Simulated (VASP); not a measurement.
Crystal: MgO.

```
Mg O
1.0
     0.00000    2.10850    2.10850
     2.10850    0.00000    2.10850
     2.10850    2.10850    0.00000
Mg O
1 1
Cartesian
  0.0000 0.0000 0.0000
  2.1085 2.1085 2.1085
```

| Property | Result |
| --- | --- |
| Program | VASP 6.6.1 |
| Task | relaxation of cell and atoms |
| Functional | r2SCAN |
| Dispersion | rVV10 |
| Potentials or basis | VASP PAW PBE potentials, release 64 (Mg, O) |
| Cutoff | 520 eV |
| k mesh | 12 × 12 × 12 |
| Occupations | gaussian, width 0.02 eV |
| Spin | no spin polarisation |

At the start: pressure -3.6 GPa; volume 9.37 Å³/atom.

Question: Where does the relaxation end?

Answer: Over 3 steps the energy falls by 2.3 meV/atom and the volume is 9.17 Å³/atom (-2.2 %); space group Fm-3m (No. 225, to 0.05 Å).

The path:
| step | energy change (eV) | largest force (eV/Å) | pressure (GPa) | volume (Å³) |
| --- | --- | --- | --- | --- |
| 1 | 0.0000 | 0.0000 | -3.60 | 18.75 |
| 2 | -0.0038 | 0.0000 | 1.57 | 18.18 |
| 3 | -0.0046 | 0.0000 | 0.01 | 18.34 |

Final structure:
```
Mg O
1.0
     0.00000    2.09327    2.09327
     2.09327    0.00000    2.09327
     2.09327    2.09327    0.00000
Mg O
1 1
Direct
  0.00000 0.00000 0.00000
  0.50000 0.50000 0.50000
```

Caveat: the PAW data sets were made with another functional, which shifts forces and pressure a little.
